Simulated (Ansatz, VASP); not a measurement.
**CsNb2 in VASP and in Ansatz**

INCAR

```
ALGO = Normal
EDIFF = 1E-6
EDIFFG = -0.01
ENCUT = 600
GGA = PE
IBRION = 2
ISIF = 3
ISMEAR = 0
LASPH = T
LCHARG = F
LREAL = F
LWAVE = F
NELM = 100
NSW = 100
PREC = Accurate
SIGMA = 0.1
```

The input KPOINTS:

```
k-points
0
Gamma
  12 12 12
```

POSCAR

```
CsNb2
1.0
    0.0000000000      3.2597235682      3.2597235682
    3.2597235682      0.0000000000      3.2597235682
    3.2597235682      3.2597235682      0.0000000000
Cs Nb
1 2
Direct
    0.0000000000      0.0000000000      0.0000000000
    0.2500000000      0.2500000000      0.2500000000
    0.7500000000      0.7500000000      0.7500000000
```

Input for Ansatz:

```yaml
crystal:
  lattice:
    - [0.0, 3.2597235682, 3.2597235682]
    - [3.2597235682, 0.0, 3.2597235682]
    - [3.2597235682, 3.2597235682, 0.0]
  atoms:
    - { symbol: Cs, position: [0.0, 0.0, 0.0] }
    - { symbol: Nb, position: [0.25, 0.25, 0.25] }
    - { symbol: Nb, position: [0.75, 0.75, 0.75] }
basis:
  ecutwfc: 420
kpoints:
  mp_grid: { grid: [12, 12, 12] }
hamiltonian:
  xc: pbe
scf:
  occupations: { method: gaussian, width: 0.1 }
output:
  forces: true
  stress: true
  eigenvalues: true
relax:
  adjacent_minimum: "off"
  f_tol: 0.01
  max_steps: 80
  cell: { stress_tol: 0.05 }
```

Change from the starting cell: species swapped into the Al2Pd type (Fm-3m, No. 225).

Alike in both runs: task relaxation of cell and atoms; functional PBE; k mesh 12 × 12 × 12; occupations gaussian, width 0.1 eV; no spin polarisation.

|  | VASP | Ansatz |
| --- | --- | --- |
| version | VASP 6.6.1 | Ansatz 0.2.0 |
| potentials or method | VASP PAW PBE potentials, release 64 (Cs_sv, Nb_sv) | scalar-relativistic, plane waves, PAW |
| plane-wave cutoff (eV) | 600 | 420 |
| valence electrons in the cell | 35 | 35 |

|  | VASP | Ansatz | Ansatz less VASP |
| --- | --- | --- | --- |
| gap on the k mesh at the Fermi level, each at its own relaxed structure (eV) | none | none | - |
| relaxed volume (Å³/atom) | 23.97 | 23.49 | -0.480 |
| relaxed cell length with the largest relative difference (Å) | 4.668 | 4.636 | -0.0314 |
| energy change over the relaxation (meV/atom) | -8 | -1 | +6.2 |

A gap of «none» marks a metal or a gap that the smearing closes.

The runs have no spin-orbit coupling, so splittings on Cs are missing.
